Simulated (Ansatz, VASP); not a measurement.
## Al (Al strained to the junction's net) in two plane-wave programs

Aim: how closely do two programs agree when they are given the same cell, functional and k mesh? The structure shown is the end of the Ansatz relaxation below.

Calculated with Ansatz 0.2.0; plane waves, with VASP 6.6.1 beside it; single point at PBE.

### 1. The structure

It takes space group I4/mmm (No. 139, tetragonal). The conventional cell has a = 2.878 Å, b = 2.878 Å, c = 4.028 Å, α = 90.00°, β = 90.00°, γ = 90.00°. Al has 12 Al at 2.86 to 2.88 Å nearest.

### 2. Ansatz: relaxation, PBE

Ansatz runs on its default PAW (the set named soft_2) files.

This run makes the geometry at which the two programs are then compared.

Contents of input.yaml:

```yaml
crystal:
  lattice:
    - [4.07, 0.0, 0.0]
    - [0.0, 4.07, 0.0]
    - [0.0, 0.0, 4.019]
  atoms:
    - { symbol: Al, position: [0.0, 0.0, 0.0] }
    - { symbol: Al, position: [0.5, 0.5, 0.0] }
    - { symbol: Al, position: [0.5, 0.0, 0.5] }
    - { symbol: Al, position: [0.0, 0.5, 0.5] }
kpoints:
  mp_grid: { grid: [8, 8, 8] }
scf:
  occupations: { method: fermi_dirac, width: 0.1 }
  max_iter: 150
hamiltonian:
  xc: pbe
relax:
  f_tol: 0.01
  max_steps: 40
  cell: { fix: [a, b, angles] }
```

The run is started by

```
> ansatz run input.yaml --threads 8 --pin off --max-ram 40960MiB --backend cuda --events-out ev --progress --plain --runs-dir out --max-vram 78GiB
```

Numbers of over 12 decimals in the logs are rounded to 6 here.

What it wrote:

```text
Engine: ansatz 0.2.0, aarch64-unknown-linux-gnu
Pseudopotentials: kind: paw
Pseudopotential: Al, paw, valence charge 3, recommended cutoff 420 eV (normal), Al.paw.azcp
Functional definition: PBE
  parameter kappa = 0.804
  parameter beta = 0.066725
  exchange = pbe_x(kappa = kappa, mu = beta*pi^2/3)
  correlation = pbe_c(beta = beta)
[...]
Crystal: 4 atoms, lattice volume = 66.574 Å³
Basis set: ecut = 420 eV, 1341 PW (Γ), exchange–correlation on 60×60×54 points (8 copies of the dense FFT grid, shifted against one another)
Bands: 10, of which v1, the nominal top of the filled ones, is band 6 counted from 1 (5 counted from 0)
Symmetry: 64 space group operations
Space group: I4/mmm (ITA 139), of the structure as read, at distance tolerance 4.1e-5 Å
k-points: 75 of 512
Non-local potential: Al, projectors of the file, l = 0: 2, l = 1: 2, l = 2: 1
PAW form: soft (Blöchl's): semilocal exchange-correlation on the pseudo side does not see the compensation charge
PAW one-centre angular grid: Al, 110 points (default); XC on 64 Gauss nodes
Initial density: superposition of atomic densities (neutral atoms: chi_scale 0, normalization atom), corrected by the library's trained network
Initial wavefunctions: pseudopotential atomic-orbital guess
[...]
Functional: x = pbe(κ = 0.804, μ = 0.219515), c = pbe(β = 0.066725)
SCF iter   1: F=—  HF=-2150.048068 eV  |F-HF|=—  |Δ(HF+E_count)|=         —  Δρ=4.78e-4  dr2=6.37e-5  ethr=1.77e-3  ⟨swp⟩=6.0  Hψ=5772  notcnv=0
preconditioner: auto → none  [metal: Δε(μ)=0.051 eV  Ē_g=6.917 eV  σ=0.100 eV  W_gap=0.12  n_scr=6 (ndim 8)  ℏωp=15.8 eV  f_vac=0.000  D(μ)=1.47/eV (n_scr^D=6)  sad-step TF]
SCF iter   2: F=—  HF=-2150.048229 eV  |F-HF|=—  |Δ(HF+E_count)|=   1.61e-4  Δρ=2.66e-4  dr2=2.02e-5  ethr=5.31e-7  ⟨swp⟩=2.2  Hψ=1725  notcnv=0
[...]
SCF iter   6: F=-2150.048259 eV  HF=-2150.048259 eV  |F-HF|=2.91e-11  |Δ(HF+E_count)|=  4.72e-10  Δρ=4.32e-7  dr2=1.36e-10  ethr=2.04e-11  ⟨swp⟩=1.4  Hψ=1935  notcnv=0
SCF 1 converged in 6 iterations: F = -2150.048259 eV  dr2 = 1.36e-10
  greatest PAW one-centre occupation: 0.448 electrons in one spin orbital (limit 2), on the Al atom at site 3 (counted from 0), in its partial waves of l = 0
relax step   1: F+E_penalty+E_count = -2150.04825895 eV  Δ(F+E_penalty+E_count) = +0.000e0 eV  max|allowed force component| = 8.401e-26 eV/Å  Δτ_max = 0.0000 Å  P = -0.439 GPa  Ω = 66.574 Å³  fix = [a, b, alpha, beta, gamma]  reactions: a -0.816, b -0.816 GPa  (6 SCF iters, dr2 threshold 1.00e-7 eV, accepted)
[...]
relax step   2: F+E_penalty+E_count = -2150.04831173 eV  Δ(F+E_penalty+E_count) = -5.278e-5 eV  max|allowed force component| = 1.616e-26 eV/Å  Δτ_max = 0.0000 Å  P = -0.649 GPa  Ω = 66.756 Å³  energy of the carried Pulay correction = -8.060e-5 eV  fix = [a, b, alpha, beta, gamma]  reactions: a -0.933, b -0.933 GPa  (3 SCF iters, dr2 threshold 2.50e-7 eV, accepted)
[...]
relax step   3: F+E_penalty+E_count = -2150.04833759 eV  Δ(F+E_penalty+E_count) = -2.586e-5 eV  max|allowed force component| = 2.343e-26 eV/Å  Δτ_max = 0.0000 Å  P = -0.606 GPa  Ω = 66.719 Å³  energy of the carried Pulay correction = -6.418e-5 eV  fix = [a, b, alpha, beta, gamma]  reactions: a -0.910, b -0.910 GPa  (3 SCF iters, dr2 threshold 1.64e-8 eV, accepted)
[...]
relax step   4: F+E_penalty+E_count = -2150.04841082 eV  Δ(F+E_penalty+E_count) = -7.323e-5 eV  max|allowed force component| = 3.187e-28 eV/Å  Δτ_max = 0.0000 Å  P = -0.605 GPa  Ω = 66.719 Å³  fix = [a, b, alpha, beta, gamma]  reactions: a -0.909, b -0.909 GPa  stress off target by 2.66e-3 GPa on what of the cell is left free  SCF on the basis re-selected at this cell (its energy is not comparable with the rows above)  (4 SCF iters)
basis re-selected at this cell: Δ(F+E_penalty+E_count) = -7.323e-5 eV, ΔP = +0.002 GPa vs the last step (what re-selecting the basis moved, of the pressure what is left beyond the Pulay correction that the steps carried, after the strain that the cell walked since its last selection, with what the two solves' SCF thresholds leave and, on support functions, any second-order correction that the steps lacked; it is no m [...]
SCF converged after 4 iterations
Free energy (F): -2150.048411 eV
Harris-Foulkes:  -2150.048411 eV  (|F-HF|=9.09e-13)
Internal energy: -2149.999733 eV  (E = F + TS)
E sigma→0 (E₀):  -2150.024072 eV
Entropy (-TS):   -0.048678 eV (-12.169 meV/atom)
Fermi energy:    7.909897 eV
--- Per-component energies (eV) ---
  E_band       = 41.292076
  E_kinetic    = 90.383022
  E_local      = 38.853596  (includes V_loc(G=0)·N_el)
  E_nonlocal   = 41.285290
  E_hartree    = 0.407360
  E_xc         = -158.649554
  E_vxc        = -115.458430  (∫ρ·V_xc dr)
  E_paw        = -1869.280425  (= ΣΔE_a)
  E_vpaw       = -14.586114  (= ΣTr[D̂ρ^β])
  E_aug_tail   = -0.000009  (compensation charges beyond the density's cutoff)
  E_ewald      = -292.999014
  E_smearing   = -0.048678  (= −TS)
  E_closure    = -0.000000  (closes the sum)
  Σ components = -2150.048411   (vs F -2150.048411, Δ=0.00e0)
--- Forces (eV/Å), atoms counted from 1 ---
  atom   1  Al    -0.00000000     0.00000000     0.00000000
  atom   2  Al    -0.00000000     0.00000000    -0.00000000
  atom   3  Al    -0.00000000     0.00000000     0.00000000
  atom   4  Al    -0.00000000     0.00000000    -0.00000000
  max |Σ_I F_I| component: 1.46e-27 eV/Å
--- Stress (GPa, compression-positive) ---
       -0.908711      -0.000000       0.000000
       -0.000000      -0.908711       0.000000
        0.000000       0.000000       0.002659
  P = ⅓ Tr σ = -0.6049 GPa (-6.049 kbar)
--- Band table (eV; the first three rows and the last of 75) ---
  k-point 0: bands = ["-3.2206", "4.8898", "4.8898", "5.0399", "6.1584", "6.1584", "6.3725", "12.9750", "13.0939", "13.0939"]
  k-point 1: bands = ["-3.0782", "3.5579", "5.0205", "5.0205", "6.2965", "6.2965", "8.1003", "11.3059", "11.3059", "12.5317"]
  k-point 2: bands = ["-2.6517", "1.8129", "5.4120", "5.4120", "6.7065", "6.7065", "9.6019", "9.6019", "10.5821", "11.0628"]
  k-point 74: bands = ["3.2878", "3.2878", "3.2878", "3.2878", "3.4673", "3.4673", "3.4673", "3.4673", "19.0065", "19.0065"]
--- Relaxed structure (3 steps of the walk, 3 accepted, 1 SCFs on fresh bases) ---
  F+E_penalty+E_count = -2150.04841082 eV   max|allowed force component| = 3.187e-28 eV/Å   (the final SCF, on the basis selected at the relaxed cell)
  cell:  # Å, volume = 66.7193 Å³
    - [4.07, 0, 0]
    - [0, 4.07, 0]
    - [0, 0, 4.027749]
  atoms:
    - { symbol: Al, position: [0, 0, 0] }
    - { symbol: Al, position: [0.5, 0.5, 0] }
    - { symbol: Al, position: [0.5, 0, 0.5] }
    - { symbol: Al, position: [0, 0.5, 0.5] }
```

### 3. VASP: single point, PBE

The same cell, functional, mesh and smearing now go to VASP, with its own data sets.

Lines of VASP's logs that name or quote its potential files are left out, and so is its time.

Contents of INCAR:

```
SYSTEM = Al
PREC = Accurate
ENCUT = 500
EDIFF = 1E-06
NELM = 120
ISMEAR = -1
SIGMA = 0.1
LREAL = .FALSE.
ALGO = Normal
GGA = PE
NBANDS = 12
LORBIT = 11
LWAVE = .FALSE.
LCHARG = .FALSE.
ISIF = 2
LASPH = .TRUE.
GGA_COMPAT = .FALSE.
```

Contents of POSCAR:

```
Al
1.0
    4.0700000000      0.0000000000      0.0000000000
    0.0000000000      4.0700000000      0.0000000000
    0.0000000000      0.0000000000      4.0277490141
Al
4
Direct
    0.0000000000      0.0000000000      0.0000000000
    0.5000000000      0.5000000000      0.0000000000
    0.5000000000      0.0000000000      0.5000000000
    0.0000000000      0.5000000000      0.5000000000
```

Contents of KPOINTS:

```
Automatic mesh
0
Gamma
8 8 8
0 0 0
```

Potentials, in the order of the species: Al (PBE family, release 64).

The run is started by

```
> mpirun -np 1 vasp_std
```

What it wrote:

```text
[banner, memory and clock lines left out]
running    1 mpi-ranks, on    1 nodes
 distrk:  each k-point on    1 cores,    1 groups
 distr:  one band on    1 cores,    1 groups

 POSCAR found type information on POSCAR Al
 POSCAR found :  1 types and       4 ions
 LDA part: xc-table for (Slater+PW92), standard interpolation
 POSCAR, INCAR and KPOINTS ok, starting setup
 FFT: planning ... GRIDC
 FFT: planning ... GRID_SOFT
 FFT: planning ... GRID
 WAVECAR not read
 entering main loop
       N       E                     dE             d eps       ncg     rms          rms(c)
DAV:   1     0.698285069947E+01    0.69829E+01   -0.41009E+03  1816   0.742E+02
DAV:   2    -0.144002539262E+02   -0.21383E+02   -0.19662E+02  2276   0.920E+01
DAV:   3    -0.151047649602E+02   -0.70451E+00   -0.69452E+00  2308   0.142E+01
DAV:   4    -0.151100342098E+02   -0.52692E-02   -0.52590E-02  2032   0.146E+00
DAV:   5    -0.151100843314E+02   -0.50122E-04   -0.50120E-04  2272   0.158E-01    0.256E+00
DAV:   6    -0.150591693719E+02    0.50915E-01   -0.61524E-03  2020   0.519E-01    0.149E+00
DAV:   7    -0.150220651891E+02    0.37104E-01   -0.17507E-02  1984   0.818E-01    0.254E-01
DAV:   8    -0.150219632364E+02    0.10195E-03   -0.15213E-04  2252   0.926E-02    0.159E-02
DAV:   9    -0.150219567476E+02    0.64888E-05   -0.50890E-06  2092   0.131E-02    0.345E-03
DAV:  10    -0.150219546239E+02    0.21236E-05   -0.45606E-08  1332   0.191E-03    0.337E-03
DAV:  11    -0.150219542644E+02    0.35949E-06   -0.35147E-09  1220   0.475E-04
   1 F= -.15021954E+02 E0= -.14997658E+02  d E =-.485928E-01
```

OUTCAR, selected parts (step 3):

```text
ion  position               nearest neighbor table
   1  0.000  0.000  0.000-   3 2.86   4 2.86   3 2.86   4 2.86   4 2.86   4 2.86   3 2.86   3 2.86
                             2 2.88   2 2.88   2 2.88   2 2.88
   2  0.500  0.500  0.000-   3 2.86   4 2.86   3 2.86   4 2.86   3 2.86   3 2.86   4 2.86   4 2.86
                             1 2.88   1 2.88   1 2.88   1 2.88
   3  0.500  0.000  0.500-   1 2.86   2 2.86   1 2.86   2 2.86   2 2.86   2 2.86   1 2.86   1 2.86
                             4 2.88   4 2.88   4 2.88   4 2.88
   4  0.000  0.500  0.500-   1 2.86   2 2.86   1 2.86   2 2.86   1 2.86   1 2.86   2 2.86   2 2.86
                             3 2.88   3 2.88   3 2.88   3 2.88

  LATTYP: Found a simple tetragonal cell.
 ALAT       =     4.0700000000
 C/A-ratio  =     0.9896189224

 Subroutine GETGRP returns: Found 16 space group operations
 (whereof 16 operations were pure point group operations)

The static configuration has the point symmetry D_4h.

 Found     75 irreducible k-points:

   k-points           NKPTS =     75   k-points in BZ     NKDIM =     75   number of bands    NBANDS=     12

   dimension x,y,z NGX =    30 NGY =   30 NGZ =   30
   dimension x,y,z NGXF=    60 NGYF=   60 NGZF=   60

   ENCUT  =  500.0 eV  36.75 Ry    6.06 a.u.   7.42  7.42  7.34*2*pi/ulx,y,z

   NELECT =      12.0000    total number of electrons

 k-points in reciprocal lattice and weights: Automatic mesh
   0.00000000  0.00000000  0.00000000       0.002
   0.12500000  0.00000000  0.00000000       0.008
   0.25000000  0.00000000  0.00000000       0.008
   0.37500000  0.00000000  0.00000000       0.008
   0.50000000  0.00000000  0.00000000       0.004
   0.12500000  0.12500000  0.00000000       0.008
   0.25000000  0.12500000  0.00000000       0.016
   0.37500000  0.12500000  0.00000000       0.016
   0.50000000  0.12500000  0.00000000       0.008
[...]
0.50000000  0.37500000  0.50000000       0.008
   0.50000000  0.50000000  0.50000000       0.002

 average (electrostatic) potential at core
       1 -72.7484       2 -72.7484       3 -72.7484       4 -72.7484

 E-fermi :   7.9680

 k-point     1 :       0.0000    0.0000    0.0000
  band No.  band energies     occupation
    ...
      3       4.9410      2.00000
      4       5.0907      2.00000
      5       6.2175      2.00000
      6       6.2175      2.00000
      7       6.4319      2.00000
      8      13.0642      0.00000
      9      13.1840      0.00000
     10      13.1840      0.00000
     11      13.3057      0.00000
     12      13.3070      0.00000

 k-point     2 :       0.1250    0.0000    0.0000
  band No.  band energies     occupation
    ...
      3       5.0690      2.00000
      4       5.2186      2.00000
      5       6.3528      2.00000
      6       6.5669      2.00000
      7       7.9243      1.21503
      8      11.2437      0.00000
      9      11.3827      0.00000
     10      12.4538      0.00000
     11      12.6749      0.00000
     12      13.3216      0.00000

 k-point     3 :       0.2500    0.0000    0.0000
  band No.  band energies     occupation
    ...
      2       1.7633      2.00000
      3       5.4533      2.00000
      4       5.6022      2.00000
      5       6.7546      1.99999
      6       6.9666      1.99991
      7       9.5677      0.00000
      8       9.7097      0.00000
      9      10.3640      0.00000
     10      11.0205      0.00000
     11      11.2358      0.00000
    ...

  Total       -0.3955715     -0.3955715     -0.0150598      0.0000000      0.0000000      0.0000000
  in kB       -9.4991417     -9.4991417     -0.3616422      0.0000000      0.0000000      0.0000000
  external PRESSURE =      -6.4533085 kB  Pullay stress =       0.0000000 kB

  energy-cutoff  :      500.00
  volume of cell :       66.72
      direct lattice vectors                 reciprocal lattice vectors
     4.070000000  0.000000000  0.000000000     0.245700246  0.000000000  0.000000000
     0.000000000  4.070000000  0.000000000     0.000000000  0.245700246  0.000000000
     0.000000000  0.000000000  4.027749014     0.000000000  0.000000000  0.248277635

 POSITION                                       TOTAL-FORCE (eV/Angst)
 -----------------------------------------------------------------------------------
      0.00000      0.00000      0.00000        -0.000000      0.000000     -0.000000
      2.03500      2.03500      0.00000         0.000000      0.000000     -0.000000
      2.03500      0.00000      2.01387        -0.000000     -0.000000     -0.000000
      0.00000      2.03500      2.01387        -0.000000     -0.000000      0.000000
 -----------------------------------------------------------------------------------
    total drift:                                0.000000     -0.000000      0.000000

  FREE ENERGIE OF THE ION-ELECTRON SYSTEM (eV)
  ---------------------------------------------------
  free  energy   TOTEN  =       -15.0219542644 eV

  energy  without entropy=      -14.9733614346  energy(sigma->0) =      -14.99765785

 total charge
# of ion       s       p       d       tot
------------------------------------------
    1        0.432   0.334   0.000   0.765
    2        0.432   0.334   0.000   0.765
    3        0.432   0.334   0.000   0.765
    4        0.432   0.334   0.000   0.765
--------------------------------------------------
tot          1.726   1.334   0.000   3.060

[... 3 further parts left out ...]
```

The run ends at a pressure of -0.65 GPa.

### 4. Differences

Known differences besides the potentials themselves: the cutoff is 420 eV in Ansatz and 500 eV in VASP; Ansatz's pressure holds a Pulay correction, VASP's none. Total energies have different zeros and are not compared.

Compared:

| quantity | Ansatz | VASP | difference |
| --- | --- | --- | --- |
| pressure (GPa) | -0.60 | -0.65 | +0.04 |

### 5. Results

```yaml
difference_in_pressure_single_point_pbe: 0.040 GPa
```

What this shows: The difference in pressure is 0.040 GPa (single point, PBE), within the 1 GPa picked in this series as the mark of a large difference. Such differences can come from data sets, numerical settings and the points named under the comparisons, not from the functional's error against experiment.

[Lines on the potential files, build, host, timing and source positions are cut from VASP's logs without a mark.]

[Logs are printed without paths, hosts, clocks, repeated set-up lines and the standing remarks that a program may print on its own settings, such as how far it seeks lower states.]

[Hosts, paths, dates, database ids (printed as entryN), source tags and the programs' standing remarks are cut or masked in the printed files.]
